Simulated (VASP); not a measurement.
Given:

```xyz
1
Lattice="0.0000 1.8161 1.8161 1.8161 0.0000 1.8161 1.8161 1.8161 0.0000" Properties=species:S:1:pos:R:3 pbc="T T T"
Cu     0.0000     0.0000     0.0000
```

Level of theory: PBE GGA, VASP's PBE PAW potentials (set 64) (plane waves; VASP). Numerical set-up: 500 eV cut-off, 17×17×17 Γ-centred mesh, first-order Methfessel-Paxton smearing of 0.10 eV, potentials Cu.

Energy and stress use the plane-wave basis of the starting cell.

The ions, cell shape and volume at an external pressure of 5.0 GPa are relaxed. What does this cell relax into?

```xyz
1
Lattice="0.0000 1.7960 1.7960 1.7960 0.0000 1.7960 1.7960 1.7960 0.0000" Properties=species:S:1:pos:R:3 pbc="T T T"
Cu     0.0000     0.0000     0.0000
```
Space group Fm-3m (225), at a tolerance of 0.03 Å.

How do energy and volume change from the first to the last step?

The energy (σ→0) changes by +5.8 meV/atom and the volume by -3.3 %, in 3 ionic steps.

The compound is Cu in the fcc structure. This run relaxes it under an external pressure of 5 GPa. Symmetry was kept, so distortions that lower it aren't found.
